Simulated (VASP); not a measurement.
These are PBEsol GGA, VASP's PBE PAW potentials (set 64) (plane waves; VASP) values and carry that method's errors.

The input files of a VASP run:

**INCAR**
```
SYSTEM = Ca
PREC = Accurate; ENCUT = 400; LREAL = .FALSE.
LASPH = .TRUE.
EDIFF = 1E-8; NELM = 100; ALGO = Normal
ISMEAR = 1; SIGMA = 0.1
GGA = PS
IBRION = 1; NSW = 30; ISIF = 2
EDIFFG = -0.001
LWAVE = .FALSE.; LCHARG = .FALSE.
```

File POSCAR:
```
Ca
1.0
  0.0000000000   2.7285296208   2.7285296208
  2.7285296208   0.0000000000   2.7285296208
  2.7285296208   2.7285296208   0.0000000000
Ca
1
direct
  0.0000000000   0.0000000000   0.0000000000
```

File KPOINTS:
```
K-points
0
gamma
  10 10 10
```

POTCAR, in this order: Ca_sv (PBE.64 set). Program: vasp_std.

Output

**OSZICAR**
```
       N       E                     dE             d eps       ncg     rms          rms(c)
DAV:   1     0.542272447307E+02    0.54227E+02   -0.45557E+03   846   0.827E+02
DAV:   2    -0.114232050167E+01   -0.55370E+02   -0.55173E+02   884   0.209E+02
DAV:   3    -0.212042623178E+01   -0.97811E+00   -0.97014E+00  1377   0.299E+01
DAV:   4    -0.214534547928E+01   -0.24919E-01   -0.24900E-01  1137   0.365E+00
DAV:   5    -0.214599567053E+01   -0.65019E-03   -0.64980E-03  1485   0.315E-01    0.227E+00
DAV:   6    -0.213875761104E+01    0.72381E-02   -0.74852E-03  1061   0.119E+00    0.137E+00
DAV:   7    -0.213488427603E+01    0.38733E-02   -0.13625E-02   991   0.167E+00    0.939E-02
DAV:   8    -0.213475804618E+01    0.12623E-03   -0.10825E-03   986   0.328E-01    0.169E-02
DAV:   9    -0.213476086864E+01   -0.28225E-05   -0.91295E-05  1357   0.800E-02    0.761E-03
DAV:  10    -0.213476135957E+01   -0.49093E-06   -0.59065E-06  1144   0.274E-02    0.957E-04
DAV:  11    -0.213476105550E+01    0.30407E-06   -0.28252E-07  1360   0.611E-03    0.395E-04
DAV:  12    -0.213476102645E+01    0.29054E-07   -0.24142E-08  1266   0.677E-04    0.558E-05
DAV:  13    -0.213476104007E+01   -0.13626E-07   -0.62303E-10   602   0.256E-04    0.281E-05
DAV:  14    -0.213476103915E+01    0.91813E-09   -0.21742E-10   547   0.128E-04
   1 F= -.21347610E+01 E0= -.21346642E+01  d E =-.213476E+01
```

**OUTCAR**
```
------------------------ aborting loop because EDIFF is reached ----------------------------------------
  FORCE on cell =-STRESS in cart. coord.  units (eV):
  Direction    XX          YY          ZZ          XY          YZ          ZX
  --------------------------------------------------------------------------------------
  Total        0.0033881      0.0033881      0.0033881      0.0000000      0.0000000      0.0000000
  in kB        0.1336150      0.1336150      0.1336150      0.0000000      0.0000000      0.0000000
  external PRESSURE =       0.1336150 kB  Pullay stress =       0.0000000 kB
  volume of cell :       40.63
      direct lattice vectors                 reciprocal lattice vectors
     0.000000000  2.728529621  2.728529621    -0.183248881  0.183248881  0.183248881
     2.728529621  0.000000000  2.728529621     0.183248881 -0.183248881  0.183248881
     2.728529621  2.728529621  0.000000000     0.183248881  0.183248881 -0.183248881
 POSITION                                       TOTAL-FORCE (eV/Angst)
 -----------------------------------------------------------------------------------
      0.00000      0.00000      0.00000        -0.000000      0.000000     -0.000000
 -----------------------------------------------------------------------------------
    total drift:                               -0.000000      0.000000     -0.000000
  FREE ENERGIE OF THE ION-ELECTRON SYSTEM (eV)
  ---------------------------------------------------
  free  energy   TOTEN  =        -2.1347610392 eV

  energy  without entropy=       -2.1344705288  energy(sigma->0) =       -2.13466420

 reached required accuracy - stopping structural energy minimisation
```
(Selected blocks of OUTCAR.)

The compound is Ca in the fcc structure. It was relaxed first, which changed the volume by -6 %. The start is the result of an earlier pass.
